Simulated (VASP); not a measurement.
Here is a VASP 6.6.1 calculation.

INCAR

```
SYSTEM = Ti3Si2
  ALGO = Fast
  EDIFF = 1E-6
  EDIFFG = -0.01
  ENCUT = 600
  GGA = PE
  IBRION = 2
  ISIF = 3
  ISMEAR = 0
  LASPH = .TRUE.
  LCHARG = .FALSE.
  LREAL = .FALSE.
  LWAVE = .FALSE.
  NELM = 60
  NSW = 100
  PREC = Accurate
  SIGMA = 0.1
```

Contents of KPOINTS:

```
k-points
0
G
  8 8 8
  0 0 0
```

The input POSCAR:

```
Ti3Si2
1.0
    4.5510363094      0.0000000000      0.0000000000
    0.0000000000      4.5510363094      0.0000000000
    0.0000000000      0.0000000000      4.5510363094
Ti Si
3 2
Direct
    0.5000000000      0.0000000000      0.0000000000
    0.0000000000      0.5000000000      0.0000000000
    0.0000000000      0.0000000000      0.5000000000
    0.0000000000      0.0000000000      0.0000000000
    0.5000000000      0.5000000000      0.5000000000
```

Potentials or basis: VASP PAW PBE potentials, release 64 (Ti_sv, Si).

Run with:

```console
$ cat potpaw_PBE.64/Ti_sv/POTCAR potpaw_PBE.64/Si/POTCAR > POTCAR
$ mpirun -np 1 vasp_std > vasp.out
```

Problem. Estimate the band gap on the k mesh.

Solution. None (metal or under the smearing width).

Problem. Predict the space group after relaxing (to 0.05 Å).

Solution. Pm-3m (No. 221).

Final structure:
```cif
data_structure
_symmetry_space_group_name_H-M 'P 1'
_symmetry_Int_Tables_number 1
_cell_length_a 4.5483
_cell_length_b 4.5483
_cell_length_c 4.5483
_cell_angle_alpha 90.000
_cell_angle_beta 90.000
_cell_angle_gamma 90.000
_cell_volume 94.09
loop_
_atom_site_label
_atom_site_type_symbol
_atom_site_fract_x
_atom_site_fract_y
_atom_site_fract_z
_atom_site_occupancy
Ti1 Ti 0.50000 0.00000 0.00000 1
Ti2 Ti 0.00000 0.50000 0.00000 1
Ti3 Ti 0.00000 0.00000 0.50000 1
Si1 Si 0.00000 0.00000 0.00000 1
Si2 Si 0.50000 0.50000 0.50000 1
```
